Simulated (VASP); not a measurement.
The system is Zn.

```
CELL_PARAMETERS angstrom
2.67000 0.00000 0.00000
-1.33500 2.31229 0.00000
0.00000 0.00000 4.96600
ATOMIC_POSITIONS crystal
Zn 0.33333 0.66667 0.25000
Zn 0.66667 0.33333 0.75000
```

```yaml
Program: VASP 6.6.1
Task: relaxation of cell and atoms
Functional: PBE
Potentials_or_basis: VASP PAW PBE potentials, release 64 (Zn)
Cutoff: 600 eV
k_mesh: 18 × 18 × 8
Occupations: methfessel-paxton, width 0.1 eV
Spin: no spin polarisation
```

At the start: pressure -0.6 GPa; volume 15.33 Å³/atom.

**Question.** Where does the relaxation end?

**Answer.** Over 12 steps the energy falls by 2.7 meV/atom and the volume is 15.38 Å³/atom (+0.3 %); space group P6_3/mmc (No. 194, to 0.05 Å).

The path:
```tsv
step	energy change (eV)	largest force (eV/Å)	pressure (GPa)	volume (Å³)
1	0.0000	0.0000	-0.60	30.66
2	-0.0009	0.0000	0.09	30.40
3	-0.0010	0.0000	0.29	30.32
4	-0.0020	0.0000	0.44	30.34
5	-0.0044	0.0000	0.65	30.39
6	-0.0045	0.0000	0.84	30.41
7	-0.0051	0.0000	0.55	30.55
8	-0.0053	0.0000	0.22	30.73
9	-0.0053	0.0000	0.29	30.71
10	-0.0053	0.0000	0.26	30.72
11	-0.0054	0.0000	-0.05	30.74
12	-0.0054	0.0000	0.03	30.75
```

Final structure:
```yaml
crystal:
  lattice:
    - [2.63421, 0.00000, 0.00000]
    - [-1.31711, 2.28130, 0.00000]
    - [0.00000, 0.00000, 5.11709]
  atoms:
    - { symbol: Zn, position: [0.33333, 0.66667, 0.25000] }
    - { symbol: Zn, position: [0.66667, 0.33333, 0.75000] }
```
